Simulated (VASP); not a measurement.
Calculation: SCAN meta-GGA, VASP's PBE PAW potentials (set 64) (plane waves; VASP 6.6.1).

A VASP calculation is set up with these files.

**INCAR**
```
# general
SYSTEM  = MgSe
PREC    = Accurate
ENCUT   = 520
LREAL   = .False.
LASPH   = .True.

# electronic loop
EDIFF   = 1E-7
NELM    = 100
ALGO    = Normal
LMAXMIX = 4
LMIXTAU = .True.

# smearing
ISMEAR  = 0
SIGMA   = 0.05

# functional
METAGGA = SCAN

# ions
ISIF    = 2

# output
LWAVE   = .False.
LCHARG  = .False.
```

File POSCAR:
```
MgSe
1
    0.0000000000     2.7808768563     2.7808768563
    2.7808768563     0.0000000000     2.7808768563
    2.7808768563     2.7808768563     0.0000000000
Mg Se
1 1
Direct
  1.0000000000   1.0000000000   0.0000000000
  0.5000000000   0.5000000000   0.5000000000
```

File KPOINTS:
```
Regular mesh
0
Gamma
 8 8 8
0 0 0
```

POTCAR, in this order: Mg Se (PBE.64 set). Program: vasp_std.

Estimate the energy per atom (σ→0), pressure, band gap (on the k-mesh).

energy per atom (σ→0): -13.942 eV/atom
band gap (on the k-mesh): 2.32 eV
pressure: -3.44 GPa

### OSZICAR
```
...
DAV:  11    -0.278828938249E+02   -0.42101E-02   -0.13513E-02   464   0.201E+00    0.610E-02
DAV:  12    -0.278849708650E+02   -0.20770E-02   -0.52294E-03   464   0.118E+00    0.283E-02
DAV:  13    -0.278848075327E+02    0.16333E-03   -0.94537E-04   480   0.457E-01    0.284E-02
DAV:  14    -0.278844673905E+02    0.34014E-03   -0.22754E-04   496   0.213E-01    0.140E-02
DAV:  15    -0.278844612771E+02    0.61134E-05   -0.36129E-06   664   0.257E-02    0.499E-03
DAV:  16    -0.278844594503E+02    0.18268E-05   -0.15480E-06   480   0.186E-02    0.172E-03
DAV:  17    -0.278844593571E+02    0.93225E-07   -0.39294E-07   480   0.122E-02
   1 F= -.27884459E+02 E0= -.27884459E+02  d E =-.125767E-14
```

The compound is MgSe in the rock salt structure. This cell is one point of a volume scan, at 1.06 of the reference volume.
